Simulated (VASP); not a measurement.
An input for Ansatz (written as the equivalent of a VASP run, and not itself run):

Ansatz 0.2 input:
```yaml
crystal:
  lattice:
    - [2.8529840, 0.0000000, 0.0000000]
    - [0.0000000, 2.8529840, 0.0000000]
    - [0.0000000, 0.0000000, 2.8529840]
  atoms:
    - { symbol: Zn, position: [0.5000000, 0.5000000, 0.5000000] }
    - { symbol: Cu, position: [0.0000000, 0.0000000, 0.0000000] }
kpoints:
  mp_grid: { grid: [12, 12, 12] }
hamiltonian:
  xc: pbesol
  pseudopotentials: { kind: paw }
scf:
  occupations: { method: methfessel_paxton, width: 0.1 }
  max_iter: 100
output: { forces: true, stress: true, eigenvalues: true }
```

Problem. Write the VASP files for the same calculation (PBEsol).

Solution. Several could match; the one computed here: 
### POSCAR
```
CuZn
1
    2.8529839927     0.0000000000     0.0000000000
    0.0000000000     2.8529839927     0.0000000000
    0.0000000000     0.0000000000     2.8529839927
Zn Cu
1 1
Direct
  0.5000000000   0.5000000000   0.5000000000
  0.0000000000   0.0000000000   0.0000000000
```

**INCAR**
```
ALGO=Normal
EDIFF=1E-7
ENCUT=520
GGA=PS
ISIF=2
ISMEAR=1
LASPH=.True.
LCHARG=.False.
LMAXMIX=4
LREAL=.False.
LWAVE=.False.
NELM=100
PREC=Accurate
SIGMA=0.1
SYSTEM=CuZn
```

File KPOINTS:
```
kpoints
0
G
12 12 12
0 0 0
```

POTCAR, in this order: Zn Cu (PBE.64 set). Program: vasp_std.

Limits of the translation: each code has its own PAW files, so the cut-off isn't converted (ENCUT is set for VASP's; basis.ecutwfc is left out, and Ansatz then takes the one that its files recommend); Ansatz stops its SCF on the density residual and VASP on the energy change (EDIFF).

The compound is CuZn in the CsCl type structure. This cell is one point of a volume scan, at 0.94 of the reference volume.
